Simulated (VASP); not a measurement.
Consider the following.

```
Sc
1.0
    1.62370    -2.85348     0.00000
    1.62370     2.85348     0.00000
    0.00000     0.00000     5.17442
Sc
2
Cartesian
  1.62370   0.95116   1.29361
  1.66053  -0.95116   3.88082
```

Level of theory: PBE GGA, VASP's PBE PAW potentials (set 64) (plane waves; VASP). Numerical set-up: 400 eV cut-off, KSPACING 0.8 per Å, first-order Methfessel-Paxton smearing of 0.10 eV, potentials Sc_sv.

**Question.** Give the stress tensor in GPa (positive for a compressed cell).

**Answer.** 
```
 2.08  -0.25   0.00
-0.25   0.61   0.00
 0.00   0.00   0.17
```
The pressure is its mean diagonal, 0.95 GPa.

The compound is Sc in the hcp structure. The cell was not relaxed at this level, atoms are displaced from their ideal sites. The run is one of a series of settings (KGAMMA = .FALSE., KSPACING = 0.8, KPOINTS file removed against the base run), some of them coarse on purpose.
